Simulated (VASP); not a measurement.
```xyz
7
Lattice="3.9271 0.0000 0.0000 0.0000 3.9271 0.0000 0.0000 0.0000 3.9271" Properties=species:S:1:pos:R:3 pbc="T T T"
Ca     3.9271     0.0000     0.0000
B      3.1451     1.9636     1.9636
B      1.9636     0.7820     1.9636
B      1.9636     3.1451     1.9636
B      0.7820     1.9636     1.9636
B      1.9636     1.9636     3.1451
B      1.9636     1.9636     0.7820
```

Computed with PBEsol GGA, VASP's PBE PAW potentials (set 64) (plane waves; VASP). Run with 620 eV cut-off, 6×6×6 Γ-centred mesh, Gaussian smearing of 0.050 eV, potentials Ca_sv B.

Energy and stress use the plane-wave basis of the starting cell.

The ions, cell shape and volume at an external pressure of 45.0 GPa are relaxed. Give the cell that the relaxation ends in.

```xyz
7
Lattice="3.8548 0.0000 0.0000 0.0000 3.8548 0.0000 0.0000 0.0000 3.8548" Properties=species:S:1:pos:R:3 pbc="T T T"
Ca     0.0000     3.8548     0.0000
B      3.0909     1.9274     1.9274
B      1.9274     0.7639     1.9274
B      1.9274     3.0909     1.9274
B      0.7639     1.9274     1.9274
B      1.9274     1.9274     3.0909
B      1.9274     1.9274     0.7639
```
Space group Pm-3m (221), at a tolerance of 0.03 Å.

How do energy and volume change from the first to the last step?

The energy (σ→0) changes by +108.9 meV/atom and the volume by -5.4 %, in 6 ionic steps.

The compound is CaB6 in the cab6 structure. This run relaxes it under an external pressure of 45 GPa. Symmetry was kept, so distortions that lower it aren't found.
